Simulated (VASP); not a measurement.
Given:

```
SrVO3
1.0
    3.79466     0.00000     0.00000
    0.00000     3.79466     0.00000
    0.00000     0.00000     3.79466
Sr V O
1 1 3
Cartesian
  0.00000   0.00000   0.00000
  1.89733   1.89733   1.89733
  1.89733   0.00000   1.89733
  0.00000   1.89733   1.89733
  1.89733   1.89733   0.00000
```

Computed with r2SCAN meta-GGA, VASP's PBE PAW potentials (set 64) (plane waves; VASP). Settings: 520 eV cut-off, 8×8×8 Γ-centred mesh, first-order Methfessel-Paxton smearing of 0.10 eV, potentials Sr_sv V_sv O.

Problem. Give the stress tensor in GPa (positive for a compressed cell).

Solution. 
```
6.67  0.00  0.00
0.00  6.67  0.00
0.00  0.00  6.67
```
The pressure is its mean diagonal, 6.67 GPa.

The compound is SrVO3 in the cubic perovskite structure. This cell is one point of a volume scan, at 0.97 of the reference volume. The run is not spin-polarised, so no magnetic state was tried. The electron count is odd and the run is not spin-polarised, which forces a metal.
